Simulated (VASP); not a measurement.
Here is the system:

```
CELL_PARAMETERS angstrom
      0.00000     3.41320     3.41320
      3.41320     0.00000     3.41320
      3.41320     3.41320     0.00000
ATOMIC_POSITIONS crystal
  K  0.00000 0.00000 0.00000
  I  0.50000 0.50000 0.50000
```

Method: LDA (Ceperley-Alder, Perdew-Zunger), VASP's LDA PAW potentials (set 64) (plane waves; VASP). Run with 400 eV cut-off, 6×6×6 Γ-centred mesh, Gaussian smearing of 0.050 eV, potentials K_sv I.

Unless said otherwise, spin-orbit coupling is left out, though it shifts the bands of the heavy elements here.

### Question
What does the run give for the energy per atom (σ→0), band gap (on the k-mesh) with the smallest direct gap where there is one?

### Answer

| Property | Value |
|---|---|
| band gap (on the k-mesh) | 3.87 eV |
| smallest direct gap (on the k-mesh) | 3.87 eV |
| energy per atom (σ→0) | -3.083 eV/atom |

Total energies compare only between runs with the same potentials, cut-off and functional.

The compound is KI in the rock salt structure. It was relaxed first, which changed the volume by -10 %. The start is the result of an earlier pass.
